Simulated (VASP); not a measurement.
Crystal: BeCdO2.

```
Be Cd O
1.0
     4.33668    0.00000    0.00000
    -2.16834    3.75568    0.00000
     0.00000    0.00000    6.45874
Be Cd O
2 2 4
Cartesian
  0.0000 0.0000 0.0000
  0.0000 0.0000 3.2294
  0.0000 2.5038 0.0000
  2.1683 1.2519 0.0000
  0.0000 2.5038 2.6510
  0.0000 2.5038 3.8077
  2.1683 1.2519 3.8077
  2.1683 1.2519 2.6510
```

The cell was built by a generator and needn't be a form met in nature.

* Program: VASP 6.6.1
* Task: relaxation of cell and atoms
* Functional: PBE
* Potentials or basis: VASP PAW PBE potentials, release 64 (Be, Cd, O)
* Cutoff: 520 eV
* k mesh: 4 × 4 × 2
* Occupations: gaussian, width 0.15 eV
* Spin: no spin polarisation

At the start: pressure 25.8 GPa; volume 13.15 Å³/atom.

Question: How do energy, volume and symmetry change on relaxing?

Answer: Over 13 steps the energy falls by 280.1 meV/atom and the volume is 14.73 Å³/atom (+12.0 %); space group P6/mmm (No. 191, to 0.05 Å).

Step by step:
| step | energy change (eV) | largest force (eV/Å) | pressure (GPa) | volume (Å³) |
| --- | --- | --- | --- | --- |
| 1 | 0.0000 | 12.3741 | 25.82 | 105.19 |
| 2 | 3.6911 | 0.2155 | -11.39 | 140.29 |
| 3 | 3.0651 | 0.1046 | -11.22 | 136.22 |
| 4 | 2.5668 | 0.1184 | -11.42 | 133.07 |
| 5 | 0.3503 | 2.7872 | -6.92 | 118.14 |
| 6 | -1.4126 | 2.9556 | -1.53 | 111.56 |
| 7 | -1.9842 | 1.2508 | 3.79 | 108.35 |
| 8 | -2.0046 | 0.1039 | 7.01 | 107.09 |
| 9 | -2.0153 | 0.4121 | 6.01 | 107.56 |
| 10 | -2.1979 | 0.5959 | 1.17 | 114.34 |
| 11 | -2.2196 | 0.6988 | -0.81 | 117.60 |
| 12 | -2.1907 | 1.3213 | 2.23 | 118.22 |
| 13 | -2.2408 | 0.0065 | 0.34 | 117.86 |

Final structure:
```cif
data_structure
_symmetry_space_group_name_H-M 'P 1'
_symmetry_Int_Tables_number 1
_cell_length_a 4.5261
_cell_length_b 4.5261
_cell_length_c 6.6434
_cell_angle_alpha 90.000
_cell_angle_beta 90.000
_cell_angle_gamma 120.000
_cell_volume 117.86
loop_
_atom_site_label
_atom_site_type_symbol
_atom_site_fract_x
_atom_site_fract_y
_atom_site_fract_z
_atom_site_occupancy
Be1 Be 0.00000 0.00000 0.00000 1
Be2 Be 0.00000 0.00000 0.50000 1
Cd1 Cd 0.33333 0.66667 0.00000 1
Cd2 Cd 0.66667 0.33333 0.00000 1
O1 O 0.33333 0.66667 0.39907 1
O2 O 0.33333 0.66667 0.60093 1
O3 O 0.66667 0.33333 0.60093 1
O4 O 0.66667 0.33333 0.39907 1
```

Caveat: the k mesh is coarse (spacing up to 0.49 Å⁻¹), so the values aren't converged; the standard files for N, O and F lose accuracy on very short bonds.
